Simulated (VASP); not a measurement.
# A point defect in a supercell of CaPd3, part 4 of 4

Aim: the formation energy and local structure of a point defect in CaPd3. The cell is invented: other elements were put on sites of a known structure type. It may not be a known or stable phase.

VASP 6.6.1, plane waves and PAW; the level of theory is named at each step.

So far. Step 5 (Reference Ca): The run ended after 4 ionic steps, 0.003 eV below its first step, once forces and stress met EDIFFG = -0.02. Step 5 (Reference Ca): Energy at zero smearing: -1.91923 eV.

### 6. Reference Pd

This step: PBE; plane waves and PAW (Pd) (VASP 6.6.1).

System of this step: Pd. The structure is cubic, space group Fm-3m (No. 225). Conventional cell: a = 3.890 Å, b = 3.890 Å, c = 3.890 Å, α = 90.00°, β = 90.00°, γ = 90.00°. Nearest to Pd lie 12 Pd at 2.75 Å.

Pd is not exchanged here; its energy serves the host's formation enthalpy.

INCAR

```
SYSTEM = Pd
PREC = Normal
ENCUT = 300
EDIFF = 1E-05
NELM = 120
ISMEAR = 1
SIGMA = 0.1
LREAL = Auto
ALGO = Fast
GGA = PE
NBANDS = 11
LORBIT = 11
LWAVE = .FALSE.
LCHARG = .FALSE.
IBRION = 2
NSW = 25
ISIF = 3
EDIFFG = -0.02
POTIM = 0.4
```

POSCAR

```
Pd
1.0
    0.0000000000      1.9450000000      1.9450000000
    1.9450000000      0.0000000000      1.9450000000
    1.9450000000      1.9450000000      0.0000000000
Pd
1
Direct
    0.0000000000      0.0000000000      0.0000000000
```

KPOINTS

```
Automatic mesh
0
Gamma
12 12 12
0 0 0
```

The projector-augmented-wave data sets are Pd (PBE family, release 64).

On the command line:

```console
> export OMP_NUM_THREADS=8
> mpirun -np 1 vasp_std
```

The log of the run:

```text
[banner, memory and clock lines left out]
running    1 mpi-ranks, on    1 nodes
 distrk:  each k-point on    1 cores,    1 groups
 distr:  one band on    1 cores,    1 groups
 Offloading initialized ...    1 GPUs detected
 POSCAR found type information on POSCAR Pd
 POSCAR found :  1 types and       1 ions
 [... a notice as in an earlier step ...]

 LDA part: xc-table for (Slater+PW92), standard interpolation
 POSCAR, INCAR and KPOINTS ok, starting setup
 FFT: planning ... GRIDC
 FFT: planning ... GRID_SOFT
 FFT: planning ... GRID
 WAVECAR not read
 entering main loop
       N       E                     dE             d eps       ncg     rms          rms(c)
DAV:   1     0.246646112640E+02    0.24665E+02   -0.36195E+03  1648   0.525E+02
DAV:   2    -0.520129320873E+01   -0.29866E+02   -0.28653E+02  1839   0.136E+02
DAV:   3    -0.549140651688E+01   -0.29011E+00   -0.28961E+00  1874   0.139E+01
DAV:   4    -0.549284228952E+01   -0.14358E-02   -0.14357E-02  1942   0.105E+00
DAV:   5    -0.549285790655E+01   -0.15617E-04   -0.15618E-04  2102   0.932E-02    0.771E+00
RMM:   6    -0.522777353022E+01    0.26508E+00   -0.34345E-01  1584   0.540E+00    0.381E+00
RMM:   7    -0.521580249878E+01    0.11971E-01   -0.79006E-03  1584   0.972E-01    0.196E+00
RMM:   8    -0.521243102541E+01    0.33715E-02   -0.21756E-03  1584   0.397E-01    0.162E-01
RMM:   9    -0.521236278009E+01    0.68245E-04   -0.42016E-04  1584   0.182E-01    0.756E-02
RMM:  10    -0.521235358860E+01    0.91915E-05   -0.75870E-05  1562   0.705E-02
   1 F= -.52123536E+01 E0= -.52116502E+01  d E =-.521235E+01
 curvature:   0.00 expect dE= 0.000E+00 dE for cont linesearch  0.000E+00
 trial: gam= 0.00000 g(F)=  0.586E-65 g(S)=  0.414E-01 ort = 0.000E+00 (trialstep = 0.100E+01)
 search vector abs. value=  0.414E-01
 bond charge predicted
       N       E                     dE             d eps       ncg     rms          rms(c)
DAV:   1    -0.580729053021E+01   -0.59493E+00   -0.10454E+01  1884   0.316E+01    0.524E+00
RMM:   2    -0.521622846016E+01    0.59106E+00   -0.94875E-01  1584   0.833E+00    0.184E+00
RMM:   3    -0.521647357805E+01   -0.24512E-03   -0.14639E-02  1584   0.108E+00    0.112E+00
RMM:   4    -0.521712860722E+01   -0.65503E-03   -0.27999E-03  1584   0.435E-01    0.510E-02
RMM:   5    -0.521716244128E+01   -0.33834E-04   -0.28788E-04  1583   0.130E-01    0.219E-02
RMM:   6    -0.521718264729E+01   -0.20206E-04   -0.43330E-05  1373   0.445E-02    0.108E-02
RMM:   7    -0.521718582180E+01   -0.31745E-05   -0.12502E-05  1236   0.273E-02
   2 F= -.52171858E+01 E0= -.52166100E+01  d E =-.483223E-02
[...]
3 F= -.52241324E+01 E0= -.52235273E+01  d E =-.117789E-01
[...]
4 F= -.52241144E+01 E0= -.52235070E+01  d E =-.117608E-01
[...]
5 F= -.52241188E+01 E0= -.52235121E+01  d E =-.446974E-05
 ZBRENT: can't locate minimum, use default step
 trial-energy change:   -0.000004  1 .order   -0.000002   -0.000002   -0.000002
 step:   3.6399(harm= 10.3055)  dis= 0.00000  next Energy=    -5.224125 (dE=-0.107E-04)
 bond charge predicted
       N       E                     dE             d eps       ncg     rms          rms(c)
DAV:   1    -0.522413208645E+01   -0.12451E-04   -0.14668E-04  1827   0.116E-01    0.191E-02
RMM:   2    -0.522412404653E+01    0.80399E-05   -0.12245E-05   831   0.310E-02
   6 F= -.52241240E+01 E0= -.52235178E+01  d E =-.966925E-05
 curvature:  -0.09 expect dE=-0.393E-05 dE for cont linesearch -0.392E-05
 trial: gam=-0.12080 g(F)=  0.277E-65 g(S)=  0.416E-04 ort = 0.178E-05 (trialstep = 0.271E-02)
 search vector abs. value=  0.411E-04
 reached required accuracy - stopping structural energy minimisation
```

Wall time 42 s (1 × NVIDIA H100 80GB HBM3, 81559 MiB with 1 MPI rank of AMD EPYC 7R13 (Zen 3), shared host); peak memory 1.6 GiB.

From OUTCAR (step 6):

```text
   k-points           NKPTS =     72   k-points in BZ     NKDIM =     72   number of bands    NBANDS=     11

   ENCUT  =  300.0 eV  22.05 Ry    4.70 a.u.   3.88  3.88  3.88*2*pi/ulx,y,z

   NELECT =      10.0000    total number of electrons

 E-fermi :   9.1575

 k-point     1 :       0.0000    0.0000    0.0000
  band No.  band energies     occupation
    ...
      2       6.5095      2.00000
      3       6.5095      2.00000
      4       6.5095      2.00000
      5       8.0338      2.00000
      6       8.0338      2.00000
      7      26.3594      0.00000
      8      30.9328      0.00000
      9      30.9328      0.00000
     10      30.9328      0.00000
     11      35.5873      0.00000

  Total        0.0189464      0.0189464      0.0189464      0.0000000     -0.0000000      0.0000000
  in kB        1.9855206      1.9855206      1.9855206      0.0000000     -0.0000000      0.0000000
  external PRESSURE =       1.9855206 kB  Pullay stress =       0.0000000 kB

 POSITION                                       TOTAL-FORCE (eV/Angst)
 -----------------------------------------------------------------------------------
      0.00000      0.00000      0.00000         0.000000      0.000000     -0.000000
 -----------------------------------------------------------------------------------
    total drift:                                0.000000      0.000000     -0.000000

  FREE ENERGIE OF THE ION-ELECTRON SYSTEM (eV)
  ---------------------------------------------------
  free  energy   TOTEN  =        -5.2241240465 eV

  energy  without entropy=       -5.2223054546  energy(sigma->0) =       -5.22351785

[... 4 parts as in an earlier step ...]

[... 12 further parts left out ...]
```

CONTCAR:

```
Pd
    1.000000000000000
     0.0000000000000000    1.9699012322982175    1.9699012322982175
     1.9699012322982175   -0.0000000000000000    1.9699012322982175
     1.9699012322982175    1.9699012322982175   -0.0000000000000000
  Pd
     1
Direct
     0.0000000000000000    0.0000000000000000    0.0000000000000000
```

Step by step:

| step | energy less that of the first step (eV) | largest force (eV/Å) | pressure (GPa) | volume (Å³) |
| --- | --- | --- | --- | --- |
| 1 | 0.0000 | 0.0000 | 6.51 | 14.72 |
| 2 | -0.0048 | 0.0000 | -4.99 | 15.76 |
| 3 | -0.0118 | 0.0000 | -0.24 | 15.31 |
| 4 | -0.0118 | 0.0000 | 0.23 | 15.28 |
| 5 | -0.0118 | 0.0000 | 0.21 | 15.28 |
| 6 | -0.0118 | 0.0000 | 0.20 | 15.29 |

| conventional cell, symmetrised | before | after | change |
| --- | --- | --- | --- |
| a (Å) | 3.890 | 3.940 | +1.3 % |
| b (Å) | 3.890 | 3.940 | +1.3 % |
| c (Å) | 3.890 | 3.940 | +1.3 % |
| volume (Å³/atom) | 14.72 | 15.29 | +3.9 % |

Final coordinates:

```
Pd
1.0
     0.00000    1.96990    1.96990
     1.96990    0.00000    1.96990
     1.96990    1.96990    0.00000
Pd
1
Direct
  0.00000 0.00000 0.00000
```

This step gave:

```
electronic cycles       : 30
electrons               : 10
free energy (TOTEN)     : -5.224 eV
energy at zero smearing : -5.224 eV
Fermi energy            : 9.158 eV
```

The run ended after 6 ionic steps, 0.012 eV below its first step, once forces and stress met EDIFFG = -0.02.

Energy at zero smearing: -5.22352 eV.

### 7. Relaxing the defect

This step: PBE; plane waves and PAW (Ag, Ca_pv, Pd) (VASP 6.6.1).

System of this step: Ca15AgPd48. The cell holds 64 atoms: 1 Ag, 15 Ca and 48 Pd. Cell: a = 9.938 Å, b = 9.938 Å, c = 19.876 Å, α = 129.7°, β = 129.7°, γ = 73.9°. It derives from CaPd3. Nearest the centre at fractional (0.000, 0.000, 0.000): Ag1 at 0.00 Å, Pd37 at 2.90 Å, Pd33 at 2.90 Å, Pd25 at 2.90 Å, Pd40 at 2.90 Å, Pd48 at 2.90 Å, Pd28 at 2.90 Å, Pd17 at 2.90 Å.

The host is treated as a metal, since its gap is under 0.3 eV or closed. The run keeps 8 symmetry operations, which cuts the number of k-points but bars distortions that break them. The atoms relax at the host's fixed cell.

INCAR

```
SYSTEM = Ca15AgPd48
PREC = Normal
ENCUT = 300
EDIFF = 1E-05
NELM = 120
ISMEAR = 1
SIGMA = 0.2
LREAL = Auto
ALGO = Fast
GGA = PE
LORBIT = 11
LWAVE = .FALSE.
LCHARG = .TRUE.
IBRION = 2
NSW = 50
ISIF = 2
EDIFFG = -0.03
POTIM = 0.4
MAXMIX = 40
ISYM = 2
```

POSCAR

```
Ca15AgPd48
1.0
   -4.2253458848      4.2253458848      7.9405347334
    4.2253458848     -4.2253458848      7.9405347334
    8.4506917696      8.4506917696    -15.8810694668
Ag Ca Pd
1 15 48
Direct
    0.0000000000      0.0000000000      0.0000000000
    0.0000000000      0.0000000000      0.2500000000
    0.0000000000      0.0000000000      0.5000000000
    0.0000000000      0.0000000000      0.7500000000
    0.0000000000      0.5000000000      0.0000000000
    0.0000000000      0.5000000000      0.2500000000
    0.0000000000      0.5000000000      0.5000000000
    0.0000000000      0.5000000000      0.7500000000
    0.5000000000      0.0000000000      0.0000000000
    0.5000000000      0.0000000000      0.2500000000
    0.5000000000      0.0000000000      0.5000000000
    0.5000000000      0.0000000000      0.7500000000
    0.5000000000      0.5000000000      0.0000000000
    0.5000000000      0.5000000000      0.2500000000
    0.5000000000      0.5000000000      0.5000000000
    0.5000000000      0.5000000000      0.7500000000
    0.3750000000      0.1250000000      0.1250000000
    0.3750000000      0.1250000000      0.3750000000
    0.3750000000      0.1250000000      0.6250000000
    0.3750000000      0.1250000000      0.8750000000
    0.3750000000      0.6250000000      0.1250000000
    0.3750000000      0.6250000000      0.3750000000
    0.3750000000      0.6250000000      0.6250000000
    0.3750000000      0.6250000000      0.8750000000
    0.8750000000      0.1250000000      0.1250000000
    0.8750000000      0.1250000000      0.3750000000
    0.8750000000      0.1250000000      0.6250000000
    0.8750000000      0.1250000000      0.8750000000
    0.8750000000      0.6250000000      0.1250000000
    0.8750000000      0.6250000000      0.3750000000
    0.8750000000      0.6250000000      0.6250000000
    0.8750000000      0.6250000000      0.8750000000
    0.1250000000      0.3750000000      0.1250000000
    0.1250000000      0.3750000000      0.3750000000
    0.1250000000      0.3750000000      0.6250000000
    0.1250000000      0.3750000000      0.8750000000
    0.1250000000      0.8750000000      0.1250000000
    0.1250000000      0.8750000000      0.3750000000
    0.1250000000      0.8750000000      0.6250000000
    0.1250000000      0.8750000000      0.8750000000
    0.6250000000      0.3750000000      0.1250000000
    0.6250000000      0.3750000000      0.3750000000
    0.6250000000      0.3750000000      0.6250000000
    0.6250000000      0.3750000000      0.8750000000
    0.6250000000      0.8750000000      0.1250000000
    0.6250000000      0.8750000000      0.3750000000
    0.6250000000      0.8750000000      0.6250000000
    0.6250000000      0.8750000000      0.8750000000
    0.2500000000      0.2500000000      0.0000000000
    0.2500000000      0.2500000000      0.2500000000
    0.2500000000      0.2500000000      0.5000000000
    0.2500000000      0.2500000000      0.7500000000
    0.2500000000      0.7500000000      0.0000000000
    0.2500000000      0.7500000000      0.2500000000
    0.2500000000      0.7500000000      0.5000000000
    0.2500000000      0.7500000000      0.7500000000
    0.7500000000      0.2500000000      0.0000000000
    0.7500000000      0.2500000000      0.2500000000
    0.7500000000      0.2500000000      0.5000000000
    0.7500000000      0.2500000000      0.7500000000
    0.7500000000      0.7500000000      0.0000000000
    0.7500000000      0.7500000000      0.2500000000
    0.7500000000      0.7500000000      0.5000000000
    0.7500000000      0.7500000000      0.7500000000
```

KPOINTS

```
Automatic mesh
0
Gamma
5 5 5
0 0 0
```

The projector-augmented-wave data sets are Ag, Ca_pv and Pd (PBE family, release 64).

The log of the run:

```text
[banner, memory and clock lines left out]
running    1 mpi-ranks, on    1 nodes
[...]
Offloading initialized ...    1 GPUs detected
[...]
LDA part: xc-table for (Slater+PW92), standard interpolation
 POSCAR, INCAR and KPOINTS ok, starting setup
[...]
entering main loop
       N       E                     dE             d eps       ncg     rms          rms(c)
DAV:   1     0.848937686415E+04    0.84894E+04   -0.12245E+05 19828   0.173E+03
DAV:   2     0.169191143855E+04   -0.67975E+04   -0.63938E+04 19764   0.501E+02
DAV:   3     0.137576676289E+03   -0.15543E+04   -0.13666E+04 19764   0.205E+02
DAV:   4    -0.270203238308E+03   -0.40778E+03   -0.35972E+03 31632   0.832E+01
[...]
RMM:  12    -0.309952727839E+03    0.24435E-02   -0.60215E-02 34784   0.345E-01    0.373E-01
RMM:  13    -0.309951616718E+03    0.11111E-02   -0.15566E-02 34287   0.163E-01    0.174E-01
RMM:  14    -0.309951742267E+03   -0.12555E-03   -0.49493E-03 35351   0.822E-02    0.109E-01
WARNING in EDDRMM: call to ZHEGV failed, returncode =   6  3    218
RMM:  15    -0.309951689368E+03    0.52899E-04   -0.16481E-03 34593   0.499E-02    0.360E-02
RMM:  16    -0.309951720051E+03   -0.30682E-04   -0.55216E-04 33587   0.264E-02    0.229E-02
WARNING in EDDRMM: call to ZHEGV failed, returncode =   6  3    190
WARNING in EDDRMM: call to ZHEGV failed, returncode =   8  4    269
WARNING in EDDRMM: call to ZHEGV failed, returncode =   8  4    163
WARNING in EDDRMM: call to ZHEGV failed, returncode =   6  3    273
WARNING in EDDRMM: call to ZHEGV failed, returncode =   8  4    111
WARNING in EDDRMM: call to ZHEGV failed, returncode =   8  4    259
WARNING in EDDRMM: call to ZHEGV failed, returncode =   6  3    177
WARNING in EDDRMM: call to ZHEGV failed, returncode =   8  4    193
WARNING in EDDRMM: call to ZHEGV failed, returncode =   8  4    195
WARNING in EDDRMM: call to ZHEGV failed, returncode =   8  4    275
RMM:  17    -0.309951733202E+03   -0.13151E-04   -0.18213E-04 30151   0.166E-02    0.125E-02
WARNING in EDDRMM: call to ZHEGV failed, returncode =   6  3    293
RMM:  18    -0.309951733796E+03   -0.59441E-06   -0.75931E-05 20790   0.115E-02
   1 F= -.30995173E+03 E0= -.31003117E+03  d E =-.309952E+03
[...]
WARNING in EDDRMM: call to ZHEGV failed, returncode =   6  3    278
[...]
WARNING in EDDRMM: call to ZHEGV failed, returncode =   6  3     51
WARNING in EDDRMM: call to ZHEGV failed, returncode =   6  3    177
[...]
WARNING in EDDRMM: call to ZHEGV failed, returncode =   6  3    179
WARNING in EDDRMM: call to ZHEGV failed, returncode =   8  4    111
WARNING in EDDRMM: call to ZHEGV failed, returncode =   8  4    165
WARNING in EDDRMM: call to ZHEGV failed, returncode =   6  3    240
WARNING in EDDRMM: call to ZHEGV failed, returncode =   6  3    155
[...]
WARNING in EDDRMM: call to ZHEGV failed, returncode =   6  3    238
WARNING in EDDRMM: call to ZHEGV failed, returncode =   6  3    214
WARNING in EDDRMM: call to ZHEGV failed, returncode =   6  3    258
WARNING in EDDRMM: call to ZHEGV failed, returncode =   6  3    268
WARNING in EDDRMM: call to ZHEGV failed, returncode =   6  3    302
   3 F= -.31005834E+03 E0= -.31013689E+03  d E =-.106607E+00
[...]
WARNING in EDDRMM: call to ZHEGV failed, returncode =   6  3    100
[...]
WARNING in EDDRMM: call to ZHEGV failed, returncode =   6  3    301
[...]
WARNING in EDDRMM: call to ZHEGV failed, returncode =   6  3    305
WARNING in EDDRMM: call to ZHEGV failed, returncode =   6  3    191
[...]
WARNING in EDDRMM: call to ZHEGV failed, returncode =   6  3    311
WARNING in EDDRMM: call to ZHEGV failed, returncode =   6  3     63
WARNING in EDDRMM: call to ZHEGV failed, returncode =   6  3     62
[...]
WARNING in EDDRMM: call to ZHEGV failed, returncode =   8  4    255
WARNING in EDDRMM: call to ZHEGV failed, returncode =   8  4    233
[...]
WARNING in EDDRMM: call to ZHEGV failed, returncode =   6  3    192
WARNING in EDDRMM: call to ZHEGV failed, returncode =   6  3    176
   4 F= -.31006055E+03 E0= -.31013881E+03  d E =-.108812E+00
[...]
WARNING in EDDRMM: call to ZHEGV failed, returncode =   8  4    153
[...]
WARNING in EDDRMM: call to ZHEGV failed, returncode =   8  4     87
[...]
WARNING in EDDRMM: call to ZHEGV failed, returncode =   6  3    188
WARNING in EDDRMM: call to ZHEGV failed, returncode =   6  3    175
WARNING in EDDRMM: call to ZHEGV failed, returncode =   8  4    206
WARNING in EDDRMM: call to ZHEGV failed, returncode =   6  3    102
WARNING in EDDRMM: call to ZHEGV failed, returncode =   6  3    149
WARNING in EDDRMM: call to ZHEGV failed, returncode =   6  3    310
WARNING in EDDRMM: call to ZHEGV failed, returncode =   6  3    154
WARNING in EDDRMM: call to ZHEGV failed, returncode =   6  3    131
WARNING in EDDRMM: call to ZHEGV failed, returncode =   6  3    274
WARNING in EDDRMM: call to ZHEGV failed, returncode =   6  3    269
WARNING in EDDRMM: call to ZHEGV failed, returncode =   8  4    185
WARNING in EDDRMM: call to ZHEGV failed, returncode =   6  3    280
WARNING in EDDRMM: call to ZHEGV failed, returncode =   6  3    161
WARNING in EDDRMM: call to ZHEGV failed, returncode =   8  4    294
[...]
WARNING in EDDRMM: call to ZHEGV failed, returncode =   6  3     69
   5 F= -.31006060E+03 E0= -.31013877E+03  d E =-.108867E+00
[...]
WARNING in EDDRMM: call to ZHEGV failed, returncode =   6  3    140
[...]
WARNING in EDDRMM: call to ZHEGV failed, returncode =   8  4    209
[...]
WARNING in EDDRMM: call to ZHEGV failed, returncode =   6  3    255
   6 F= -.31006630E+03 E0= -.31014420E+03  d E =-.569546E-02
 trial-energy change:   -0.005695  1 .order   -0.005544   -0.006576   -0.004511
 step:   3.6301(harm=  5.4330)  dis= 0.00901  next Energy=  -310.069057 (dE=-0.846E-02)
[...]
N       E                     dE             d eps       ncg     rms          rms(c)
DAV:   1    -0.310058159861E+03    0.81322E-02   -0.30598E+00 22852   0.284E+00    0.209E-01
RMM:   2    -0.310065468058E+03   -0.73082E-02   -0.74502E-02 28650   0.746E-01    0.150E-01
```

The job ended after 51 min (1 × NVIDIA H100 80GB HBM3, 81559 MiB with 1 MPI rank).

The run was stopped at its time limit, so it gives no result of its own.

### 8. What came out

- result: none

**Reading.** The session ends without its result: «relax the defect» met its time limit.

[Lines on the potential files, build, host, timing and source positions are cut from VASP's logs without a mark.]

[Logs are printed without paths, hosts, clocks, repeated set-up lines and the standing remarks that a program may print on its own settings, such as how far it seeks lower states.]

[Hosts, paths, dates, database ids (printed as entryN), source tags and the programs' standing remarks are cut or masked in the printed files.]

[In band tables of VASP the shares of atoms and orbitals are scaled to a sum of 1 inside the atoms' spheres.]

[Runs that stopped without an error message from VASP are left out.]
